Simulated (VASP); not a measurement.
## GaF: phonons with LDA

Crystal: GaF.

```
CELL_PARAMETERS angstrom
3.16592 0.00000 0.00000
0.00000 3.16592 0.00000
0.00000 0.00000 3.16592
ATOMIC_POSITIONS crystal
Ga 0.00000 0.00000 0.00000
F 0.50000 0.50000 0.50000
```

The cell was built by a generator and needn't be a form met in nature.

```
Program                : VASP 6.6.1
Task                   : phonons
Functional             : LDA
Potentials or basis    : VASP PAW LDA potentials, release 64 (Ga_d, F)
Cutoff                 : 600 eV
k mesh                 : 6 × 6 × 6
Occupations            : fermi-dirac, width 0.05 eV
Spin                   : no spin polarisation
Further INCAR settings : ALGO = Normal; EDIFF = 1e-08; IBRION = 6; POTIM = 0.015; NSW = 1
```

| Item | Value |
| --- | --- |
| Relaxed volume | 13.86 Å³/atom |
| Relaxed cell | a = 3.026 Å, b = 3.026 Å, c = 3.026 Å, α = 90.00°, β = 90.00°, γ = 90.00° |
| Space group after relaxing (to 0.05 Å) | Pm-3m (No. 221) |
| Highest phonon frequency at Γ, LO-TO splitting left out | 0 cm⁻¹ |
| Most unstable mode | 134i cm⁻¹ |

Step by step:
| step | energy change (eV) | largest force (eV/Å) | pressure (GPa) | volume (Å³) |
| --- | --- | --- | --- | --- |
| 1 | 0.0000 | 0.0000 | -6.44 | 31.73 |
| 2 | -0.0845 | 0.0000 | -2.60 | 28.89 |
| 3 | -0.0944 | 0.0000 | -0.21 | 27.80 |
| 4 | -0.0944 | 0.0000 | 0.01 | 27.71 |

Final structure:
```cif
data_structure
_symmetry_space_group_name_H-M 'P 1'
_symmetry_Int_Tables_number 1
_cell_length_a 3.0262
_cell_length_b 3.0262
_cell_length_c 3.0262
_cell_angle_alpha 90.000
_cell_angle_beta 90.000
_cell_angle_gamma 90.000
_cell_volume 27.71
loop_
_atom_site_label
_atom_site_type_symbol
_atom_site_fract_x
_atom_site_fract_y
_atom_site_fract_z
_atom_site_occupancy
Ga1 Ga 0.00000 0.00000 0.00000 1
F1 F 0.50000 0.50000 0.50000 1
```

Phonon frequencies in cm⁻¹ (negative: imaginary):
```
              q point           frequencies
(0.000, 0.000, 0.000)  -134 -134 -134 0 0 0
```

It took 25 s on 1 thread of Intel(R) Xeon(R) 6975P-C (Granite Rapids), on a shared host, peak memory 0.15 GiB.

Caveat: some modes are imaginary.
